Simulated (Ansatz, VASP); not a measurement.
# Cross-check of CaCd3F8 between VASP and Ansatz

Wanted: the spread between two codes on one cell, functional and k mesh. The structure shown is frame 36 of Ansatz's trajectory.

Main program and level: Ansatz 0.2.0; plane waves, with VASP 6.6.1 beside it; single point at revPBE.

**1. Set-up**

The cell holds 96 atoms: 24 Cd, 64 F and 8 Ca. Its edges and angles: a = 10.816 Å, b = 10.816 Å, c = 10.816 Å, α = 90.0°, β = 90.0°, γ = 90.0°. It derives from CaF2 (fluorite-type), repeated 2×2×2. As first built, before any earlier steps moved the atoms (in the runner's words): fluorite-type CaF2, 2 x 2 x 2 conventional cells, 24 of 32 Ca sites given to Cd at random (x = 0.750), lattice by Vegard's rule (a = 5.408 A); every coordinate displaced by a Gaussian of 0.09 A.

**2. Ansatz: dynamics, revPBE**

Ansatz runs on its default PAW (the set named soft_2) files.

One frame of this run of dynamics is then solved in both programs, so the motion causes no difference.

input.yaml reads:

```yaml
crystal:
  lattice:
    - [10.8164, 0.0, 0.0]
    - [0.0, 10.8164, 0.0]
    - [0.0, 0.0, 10.8164]
  atoms:
    - { symbol: Cd, position: [0.99781, 0.99575, 0.99431] }
    - { symbol: F, position: [0.12146, 0.12203, 0.12146] }
    - { symbol: F, position: [0.36886, 0.37628, 0.37203] }
    - { symbol: Cd, position: [0.991, 0.24028, 0.2387] }
    - { symbol: F, position: [0.14029, 0.37776, 0.38032] }
    - { symbol: F, position: [0.36467, 0.1243, 0.14684] }
    - { symbol: Ca, position: [0.25046, 0.00272, 0.24391] }
    - { symbol: F, position: [0.39051, 0.12813, 0.36239] }
    - { symbol: F, position: [0.12029, 0.38626, 0.12994] }
    - { symbol: Ca, position: [0.25603, 0.24724, 0.98734] }
    - { symbol: F, position: [0.36763, 0.3602, 0.12773] }
    - { symbol: F, position: [0.11476, 0.11483, 0.37955] }
    - { symbol: Cd, position: [0.00581, 0.01062, 0.50084] }
    - { symbol: F, position: [0.1319, 0.12792, 0.6275] }
    - { symbol: F, position: [0.36176, 0.36514, 0.88163] }
    - { symbol: Cd, position: [0.00693, 0.24076, 0.76368] }
    - { symbol: F, position: [0.11569, 0.36644, 0.87479] }
    - { symbol: F, position: [0.37134, 0.11469, 0.62486] }
    - { symbol: Ca, position: [0.24949, 0.01211, 0.75579] }
    - { symbol: F, position: [0.37979, 0.11983, 0.87975] }
    - { symbol: F, position: [0.13233, 0.37534, 0.62427] }
    - { symbol: Cd, position: [0.24364, 0.25468, 0.50406] }
    - { symbol: F, position: [0.36786, 0.37836, 0.62572] }
    - { symbol: F, position: [0.12787, 0.11566, 0.8875] }
    - { symbol: Cd, position: [0.99983, 0.50108, 0.99977] }
    - { symbol: F, position: [0.13432, 0.62657, 0.12432] }
    - { symbol: F, position: [0.36595, 0.87569, 0.38028] }
    - { symbol: Ca, position: [0.00977, 0.74145, 0.26116] }
    - { symbol: F, position: [0.12275, 0.87317, 0.35758] }
    - { symbol: F, position: [0.36541, 0.61158, 0.12313] }
[... 60 atom lines left out ...]
    - { symbol: Ca, position: [0.7595, 0.50502, 0.75306] }
    - { symbol: F, position: [0.8693, 0.62684, 0.88036] }
    - { symbol: F, position: [0.62566, 0.88564, 0.61242] }
    - { symbol: Cd, position: [0.75458, 0.7508, 0.49057] }
    - { symbol: F, position: [0.87035, 0.87527, 0.62238] }
    - { symbol: F, position: [0.62963, 0.61922, 0.87473] }
kpoints:
  mp_grid: { grid: [1, 1, 1] }
hamiltonian:
  xc: revpbe
scf:
  occupations: { method: fermi_dirac, width: 0.05 }
output:
  forces: true
md:
  timestep: 1.0
  n_steps: 108
  ensemble: nvt_nose_hoover
  temperature: 900
  initial_velocities: maxwell_boltzmann
  seed: 2770
```

On the command line:

```
$ ansatz run input.yaml --threads 4 --pin off --max-ram 8192MiB --backend cpu --events-out ev --progress --plain --runs-dir out
```

Numbers of over 12 decimals in the logs are rounded to 6 here.

The program printed:

```text
Warning: md: disabling space-group detection — thermal motion breaks the input geometry's symmetry, so no spatial operation reduces the k-mesh or symmetrises the density; time reversal is kept, so that k and −k are solved as one point where they differ and the mesh holds both, and exact exchange and, on two spinor components, a DFT+U term hold to it where the run has them: on two components no moment then forms, and  [...]
Engine: ansatz 0.2.0, aarch64-unknown-linux-gnu
Pseudopotentials: kind: paw
Pseudopotential: Cd, paw, valence charge 20, recommended cutoff 420 eV (normal), Cd.paw.azcp
Pseudopotential: F, paw, valence charge 7, recommended cutoff 420 eV (normal), F.paw.azcp
Pseudopotential: Ca, paw, valence charge 10, recommended cutoff 420 eV (normal), Ca.paw.azcp
Functional definition: revPBE
  parameter kappa = 1.245
  parameter beta = 0.066725
  exchange = pbe_x(kappa = kappa, mu = beta*pi^2/3)
  correlation = pbe_c(beta = beta)
Crystal: 96 atoms, lattice volume = 1265.459 Å³
Basis set: ecut = 420 eV, 24837 PW (Γ), exchange–correlation on 150×150×150 points (8 copies of the dense FFT grid, shifted against one another)
Bands: 605, of which v1, the nominal top of the filled ones, is band 504 counted from 1 (503 counted from 0)
Symmetry: 1 space group operations
k-points: 1
Non-local potential: Cd, projectors of the file, l = 0: 3, l = 1: 2, l = 2: 2, l = 3: 1
Non-local potential: F, projectors of the file, l = 0: 2, l = 1: 2, l = 2: 1
Non-local potential: Ca, projectors of the file, l = 0: 3, l = 1: 2, l = 2: 2
PAW form: soft (Blöchl's): semilocal exchange-correlation on the pseudo side does not see the compensation charge
PAW frozen core: Cd, regenerated for the run's functional, and the local potential with it (the file was generated under x = pbe(κ = 0.804, μ = 0.219515), c = pbe(β = 0.066725))
PAW frozen core: F, regenerated for the run's functional, and the local potential with it (the file was generated under x = pbe(κ = 0.804, μ = 0.219515), c = pbe(β = 0.066725))
PAW frozen core: Ca, regenerated for the run's functional, and the local potential with it (the file was generated under x = pbe(κ = 0.804, μ = 0.219515), c = pbe(β = 0.066725))
PAW one-centre angular grid: Cd, 590 points (default); XC on 64 Gauss nodes
PAW one-centre angular grid: F, 110 points (default); XC on 64 Gauss nodes
PAW one-centre angular grid: Ca, 110 points (default); XC on 64 Gauss nodes
Initial density: superposition of atomic densities (neutral atoms: chi_scale 0, normalization atom), corrected by the library's trained network
Initial wavefunctions: pseudopotential atomic-orbital guess
Functional: x = revpbe(κ = 1.245, μ = 0.219515), c = pbe(β = 0.066725)
SCF iter   1: F=—  HF=-264699.564925 eV  |F-HF|=—  |Δ(HF+E_count)|=         —  Δρ=5.63e-3  dr2=3.37e-1  ethr=1.77e-3  ⟨swp⟩=5.0  Hψ=2046  notcnv=0  defer=94
preconditioner: auto → Resta (q_TF=auto, 2.627 Å⁻¹)  ε∞=4.4  [insulator: Δε(μ)=3.025 eV  Ē_g=15.936 eV  σ=0.050 eV  W_gap=1.00  n_scr=388 (ndim 8)  ℏωp=29.5 eV  f_vac=0.136  D(μ)=0.00/eV (n_scr^D=0)  ε∞_Penn≈4.4]
SCF iter   2: F=—  HF=-264699.491578 eV  |F-HF|=—  |Δ(HF+E_count)|=   7.33e-2  Δρ=1.98e-3  dr2=3.17e-2  ethr=3.35e-5  ⟨swp⟩=2.0  Hψ=1041  notcnv=0  defer=96
SCF iter   3: F=—  HF=-264699.493087 eV  |F-HF|=—  |Δ(HF+E_count)|=   1.51e-3  Δρ=8.95e-4  dr2=1.06e-2  ethr=3.15e-6  ⟨swp⟩=3.0  Hψ=918  notcnv=0  defer=96
SCF iter   4: F=—  HF=-264699.495201 eV  |F-HF|=—  |Δ(HF+E_count)|=   2.11e-3  Δρ=2.31e-4  dr2=9.18e-4  ethr=1.05e-6  ⟨swp⟩=2.0  Hψ=704  notcnv=0  defer=96
SCF iter   5: F=—  HF=-264699.496036 eV  |F-HF|=—  |Δ(HF+E_count)|=   8.35e-4  Δρ=1.06e-4  dr2=1.46e-4  ethr=9.11e-8  ⟨swp⟩=2.0  Hψ=821  notcnv=0  defer=96
SCF iter   6: F=—  HF=-264699.496593 eV  |F-HF|=—  |Δ(HF+E_count)|=   5.57e-4  Δρ=7.73e-5  dr2=4.78e-5  ethr=1.44e-8  ⟨swp⟩=2.0  Hψ=909  notcnv=0  defer=96
SCF iter   7: F=—  HF=-264699.492615 eV  |F-HF|=—  |Δ(HF+E_count)|=   3.98e-3  Δρ=2.09e-5  dr2=3.60e-6  ethr=4.74e-9  ⟨swp⟩=2.0  Hψ=909  notcnv=0  defer=96
SCF iter   8: F=—  HF=-264699.492633 eV  |F-HF|=—  |Δ(HF+E_count)|=   1.75e-5  Δρ=1.08e-5  dr2=9.21e-7  ethr=3.57e-10  ⟨swp⟩=2.0  Hψ=909  notcnv=0  defer=96
SCF iter   9: F=—  HF=-264699.492634 eV  |F-HF|=—  |Δ(HF+E_count)|=   9.94e-7  Δρ=3.57e-6  dr2=1.19e-7  ethr=9.13e-11  ⟨swp⟩=2.0  Hψ=909  notcnv=0  defer=96
[...]
automatic band count: iteration 1 solves 584 bands in place of 605: the levels show a gap, and the empty bands left out lie too high to hold charge; the band table lists the bands solved (type scf.n_extra_bands for more)
md step   105: t =   105.00 fs  T =   779.4 K  F+E_penalty+E_count = -264696.97277112 eV  E_kin = 9.570904 eV  conserved = -264688.44165153 eV  (3 SCF iters)
[...]
md step   106: t =   106.00 fs  T =   777.2 K  F+E_penalty+E_count = -264696.92052250 eV  E_kin = 9.543670 eV  conserved = -264688.44151326 eV  (3 SCF iters)
[...]
md step   107: t =   107.00 fs  T =   775.4 K  F+E_penalty+E_count = -264696.87323382 eV  E_kin = 9.521512 eV  conserved = -264688.44139061 eV  (2 SCF iters)
[...]
md step   108: t =   108.00 fs  T =   774.1 K  F+E_penalty+E_count = -264696.83258382 eV  E_kin = 9.506109 eV  conserved = -264688.44128945 eV  (8 SCF iters)
SCF converged after 8 iterations
Free energy (F): -264696.832584 eV
Harris-Foulkes:  -264696.832584 eV  (|F-HF|=4.09e-8)
Internal energy: -264696.832584 eV  (E = F + TS)
E sigma→0 (E₀):  -264696.832584 eV
Fermi energy:    8.047039 eV
--- Per-component energies (eV) ---
  E_band       = -13112.718449
  E_kinetic    = 27692.773494
  E_local      = -122600.208759  (includes V_loc(G=0)·N_el)
  E_nonlocal   = 6041.478778
  E_hartree    = 53417.198519
  E_xc         = -10491.239672
  E_vxc        = -13258.570165  (∫ρ·V_xc dr)
  E_paw        = -118028.771316  (= ΣΔE_a)
  E_vpaw       = -17822.717401  (= ΣTr[D̂ρ^β])
  E_aug_tail   = 0.133159  (compensation charges beyond the density's cutoff)
  E_ewald      = -100724.899763
  E_core_change = -3.297023  (= ΣΔE_core)
  E_smearing   = -0.000000  (= −TS)
  E_closure    = 0.000000  (closes the sum)
  Σ components = -264696.832584   (vs F -264696.832584, Δ=0.00e0)
--- Forces (eV/Å), atoms counted from 1 ---
  atom   1  Cd    -0.51844874     0.92198914     0.10441638
  atom   2  F     -0.39131520    -0.84608053     0.12046028
  atom   3  F      1.60391478    -0.44219487    -0.01427350
  atom   4  Cd     0.09128764    -0.91749909     0.39573147
  atom   5  F     -1.06635584    -1.10692166     0.39845241
  atom   6  F      0.10494283    -0.89202561    -0.06948815
  atom   7  Ca    -0.67878239     1.03713186    -1.13408572
  atom   8  F      0.79502641    -0.40434410    -0.14795350
  atom   9  F     -0.08987190    -0.09725778    -0.41345619
  atom  10  Ca    -0.32301828    -1.51578471     0.73602244
  atom  11  F     -0.01362342     0.09544344     0.39221241
  atom  12  F      0.05472080     1.21652389    -1.46703067
  atom  13  Cd     0.27817950     0.36491366     0.48504868
  atom  14  F     -0.71657130    -0.19189356     0.98225482
  atom  15  F      0.07684486     0.19852355    -0.59748523
  atom  16  Cd     1.09894892    -1.20822761     0.26375575
  atom  17  F     -0.38325293    -0.39573491     0.61886519
  atom  18  F      1.01002798     0.26622970     0.24419342
  atom  19  Ca     0.02948243     0.91960765     0.74476836
  atom  20  F     -0.32968972    -0.16092107    -0.27524709
  atom  21  F     -1.36058624     0.75980602    -0.03139550
  atom  22  Cd    -0.01045554    -1.10132217     0.57650680
  atom  23  F      0.62454935    -1.23681708     0.06562403
  atom  24  F      0.68008185    -0.12010693    -0.03644454
[...]
atom  89  F     -0.33316856    -0.79894231     0.48140049
  atom  90  F      0.53305944    -0.40825776    -0.94698651
  atom  91  Ca    -1.26196049    -1.18195879    -0.13955074
  atom  92  F      0.91913385     0.99819572     1.36606800
  atom  93  F      0.74823141    -2.07065102     0.48834145
  atom  94  Cd     0.22387645     0.13493578     1.57510579
  atom  95  F     -0.70744646    -0.76732199    -0.54042303
  atom  96  F     -0.29895023     1.89687448    -0.62675484
  max |Σ_I F_I| component: 1.12e-4 eV/Å
--- MD trajectory: 108 steps, t = 0.0 → 108.0 fs ---
  final state: T = 774.1 K   F+E_penalty+E_count = -264696.83258382 eV   E_kin = 9.506109 eV
  conserved energy: peak-to-peak 2.997e-3 eV (3.122e-5 eV/atom) over 108.0 fs
```

In the SCF lines HF is the Harris–Foulkes energy and dr2 the Hartree energy of the density residual, in eV; the loop may stop once dr2 is under the threshold and the program's other checks hold. Hψ counts applications of the Hamiltonian.

**3. VASP: single point, revPBE**

The same cell, functional, mesh and smearing now go to VASP, with its own data sets.

Lines of VASP's logs that name or quote its potential files are left out, and so is its time.

INCAR reads:

```
SYSTEM = CaCd3F8
PREC = Accurate
ENCUT = 520
EDIFF = 1E-06
NELM = 120
ISMEAR = -1
SIGMA = 0.05
LREAL = Auto
ALGO = Normal
GGA = RE
NBANDS = 480
LORBIT = 11
LWAVE = .FALSE.
LCHARG = .FALSE.
ISIF = 2
LASPH = .TRUE.
GGA_COMPAT = .FALSE.
EFERMI = MIDGAP
NCORE = 2
```

POSCAR reads:

```
CaCd3F8
1.0
   10.8164000000      0.0000000000      0.0000000000
    0.0000000000     10.8164000000      0.0000000000
    0.0000000000      0.0000000000     10.8164000000
Cd F Ca
24 64 8
Direct
    0.0029029991      0.9977441663      0.9963111571
    0.9960522910      0.2347361414      0.2349210458
    0.9913649643      0.0112144521      0.5117414297
    0.0023390407      0.2357253800      0.7604470988
    0.2507488628      0.2482896343      0.5051680781
    0.0134702859      0.4919566584      0.0104748345
    0.2482988795      0.5107244555      0.2565548611
    0.2486594431      0.7635627381      0.0111312451
    0.0024684738      0.4933711771      0.4926038238
    0.9970045486      0.7304833401      0.7554824156
    0.2468381347      0.5036703524      0.7407362893
    0.2540401612      0.7616304870      0.4919196775
    0.4826374764      0.0026718686      0.9907085537
    0.4995192485      0.2334603010      0.2640989608
    0.7485300100      0.0008967864      0.2261011057
    0.7501479235      0.2376206501      0.0051218520
    0.4849302910      0.0067675012      0.4945823010
    0.5003975445      0.2380459303      0.7412262860
    0.7520154580      0.9857161348      0.7436392885
    0.4949151289      0.4990847232      0.0119540697
    0.7470600200      0.4884804556      0.2353000998
    0.7599201213      0.7479752968      0.9993435894
    0.4818423875      0.7627953848      0.7570078769
    0.7590788063      0.7584871122      0.4837931290
    0.1253929219      0.1312913724      0.1172571281
    0.3736270848      0.3825672128      0.3862375652
    0.1219167191      0.3622277283      0.3709829518
    0.3815317481      0.1280278096      0.1150012943
    0.3459838763      0.1025294923      0.3942716616
    0.1253836766      0.3655744980      0.1315964646
[... 60 atom lines left out ...]
    0.2439351355      0.0046133649      0.7459598388
    0.0211900447      0.7549369476      0.2488998188
    0.7410506268      0.2427702378      0.5120835028
    0.5042343109      0.7541326134      0.2573129692
    0.5076550423      0.5082005103      0.5072390074
    0.7424651455      0.5115287896      0.7685274213
```

KPOINTS reads:

```
Automatic mesh
0
Gamma
1 1 1
0 0 0
```

Potentials, in the order of the species: Cd, F and Ca_sv (PBE family, release 64).

On the command line:

```
$ mpirun -np 8 vasp_gam
```

The program printed:

```text
[banner, memory and clock lines left out]
running    8 mpi-ranks, on    1 nodes
[...]
|                                                                             |
|               ----> ADVICE to this user running VASP <----                  |
|                                                                             |
|     You enforced a specific xc type in the INCAR file but a different       |
|     [... a line on the potential file left out ...]
|     I HOPE YOU KNOW WHAT YOU ARE DOING!                                     |
|                                                                             |

 LDA part: xc-table for (Slater+PW92), standard interpolation
 POSCAR, INCAR and KPOINTS ok, starting setup
[...]
entering main loop
       N       E                     dE             d eps       ncg     rms          rms(c)
DAV:   1     0.119850422955E+05    0.11985E+05   -0.50694E+05   960   0.188E+03
DAV:   2     0.102645273284E+04   -0.10959E+05   -0.10183E+05  1048   0.563E+02
DAV:   3    -0.363480350298E+03   -0.13899E+04   -0.13684E+04  1016   0.212E+02
DAV:   4    -0.419488033121E+03   -0.56008E+02   -0.55608E+02  1120   0.419E+01
[...]
DAV:  19    -0.360053359688E+03    0.38189E-05   -0.29474E-05  1064   0.221E-02    0.137E-02
DAV:  20    -0.360053361584E+03   -0.18963E-05   -0.15384E-05  1128   0.121E-02    0.144E-02
DAV:  21    -0.360053360845E+03    0.73898E-06   -0.66648E-06  1008   0.660E-03
   1 F= -.36005336E+03 E0= -.36005336E+03  d E =-.262228E-11
```

OUTCAR, selected parts (step 3):

```text
  FREE ENERGIE OF THE ION-ELECTRON SYSTEM (eV)
  ---------------------------------------------------
  free  energy   TOTEN  =      -360.0533608451 eV

  energy  without entropy=     -360.0533608451  energy(sigma->0) =     -360.05336085
```

The run ends at a pressure of 12.14 GPa, with forces up to 3.1 eV/Å.

**4. Comparison**

Known differences besides the potentials themselves: the data sets hold 1008 valence electrons in Ansatz (on its default PAW (the set named soft_2) files) and 816 in VASP; the cutoff is 420 eV in Ansatz and 520 eV in VASP (PREC = Accurate, projectors in real space); Ansatz makes its cores anew for this functional, VASP keeps those of its PBE data sets. Total energies have different zeros and are not compared.

Forces on 8 of the 96 atoms, those with the largest forces and the largest differences (eV/Å; atoms numbered as in POSCAR):

| atom | Ansatz x, y, z | VASP x, y, z |
| --- | --- | --- |
| Cd5 | -1.277, 2.299, -0.830 | -1.377, 2.418, -0.884 |
| Cd7 | 0.736, -2.276, -1.276 | 0.768, -2.377, -1.432 |
| Cd9 | -1.158, -1.152, 1.006 | -1.286, -1.180, 1.100 |
| Cd13 | 2.327, 0.340, 0.187 | 2.478, 0.370, 0.211 |
| Cd16 | -1.470, 1.512, -2.028 | -1.517, 1.617, -2.125 |
| F48 | -0.141, 2.465, -0.827 | -0.145, 2.605, -0.799 |
| Ca93 | 0.846, 2.158, -1.059 | 0.886, 2.244, -1.124 |
| Ca94 | 0.581, -0.846, -2.163 | 0.607, -0.887, -2.246 |

The forces differ by 48 meV/Å r.m.s., which is 5.6 % of the r.m.s. force of 0.854 eV/Å (both taken over all components).

**5. Results**

```yaml
r_m_s_force_difference_single_point_revpbe: 5.6 % of the r.m.s. force
```

What this shows: The r.m.s. force difference is 5.6 % of the r.m.s. force (single point, revPBE), beyond the 3 % picked in this series as the mark of a large difference. The data sets hold unlike numbers of valence electrons (1008 in Ansatz and 816 in VASP), so part of the differences comes from the potentials. What causes the difference of the single point, revPBE pair stays open here. 2 further runs of this series are not shown here. Such differences can come from data sets, numerical settings and the points named under the comparisons, not from the functional's error against experiment.

[Lines on the potential files, build, host, timing and source positions are cut from VASP's logs without a mark.]

[Logs are printed without paths, hosts, clocks, repeated set-up lines and the standing remarks that a program may print on its own settings, such as how far it seeks lower states.]

[Hosts, paths, dates, database ids (printed as entryN), source tags and the programs' standing remarks are cut or masked in the printed files.]
